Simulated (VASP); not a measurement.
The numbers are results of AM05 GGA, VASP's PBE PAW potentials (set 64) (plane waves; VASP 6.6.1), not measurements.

A VASP calculation is set up with these files.

KPOINTS:
```
kpoints
0
Gamma
  16 16 16
```

### INCAR
```
ALGO = Normal
EDIFF = 1E-7
EDIFFG = -0.01
ENCUT = 520
GGA = AM
IBRION = 2
ISIF = 4
ISMEAR = 1
LASPH = .TRUE.
LCHARG = .FALSE.
LMAXMIX = 4
LREAL = .FALSE.
LWAVE = .FALSE.
NELM = 100
NSW = 30
PREC = Accurate
SIGMA = 0.1
SYSTEM = In
```

### POSCAR
```
In
1
   -1.5907935337     1.5907935337     2.4488422753
    1.5907935337    -1.5907935337     2.4488422753
    1.5907935337     1.5907935337    -2.4488422753
In
1
Direct
  0.0000000000   0.0000000000   0.0000000000
```

POTCAR, in this order: In_d (PBE.64 set). Program: vasp_std.

Unless said otherwise, spin-orbit coupling is left out, though it shifts the bands of the heavy elements here.

### Question
Predict the energy per atom (σ→0), band gap (on the k-mesh).

### Answer

```json
{
 "energy per atom (σ→0)": "-2.701 eV/atom",
 "band gap (on the k-mesh)": "none (metal, semimetal or under 0.01 eV)"
}
```

### OSZICAR
```
...
       N       E                     dE             d eps       ncg     rms          rms(c)
DAV:   1    -0.270182578903E+01   -0.12947E-02   -0.45325E-02  8014   0.234E+00    0.187E-01
DAV:   2    -0.270105499941E+01    0.77079E-03   -0.10158E-03  9994   0.692E-01    0.123E-01
DAV:   3    -0.270058314535E+01    0.47185E-03   -0.57210E-04  8622   0.744E-01    0.300E-02
DAV:   4    -0.270058990185E+01   -0.67565E-05   -0.78318E-05  7500   0.104E-01    0.359E-02
DAV:   5    -0.270058986066E+01    0.41188E-07   -0.21536E-06 10038   0.199E-02    0.176E-02
DAV:   6    -0.270058977435E+01    0.86308E-07   -0.25388E-07  7406   0.854E-03
   5 F= -.27005898E+01 E0= -.27007362E+01  d E =-.100245E-02
```

The compound is In in the bct structure. This cell is one point of a volume scan, at 0.97 of the reference volume. Symmetry was kept, so distortions that lower it aren't found.
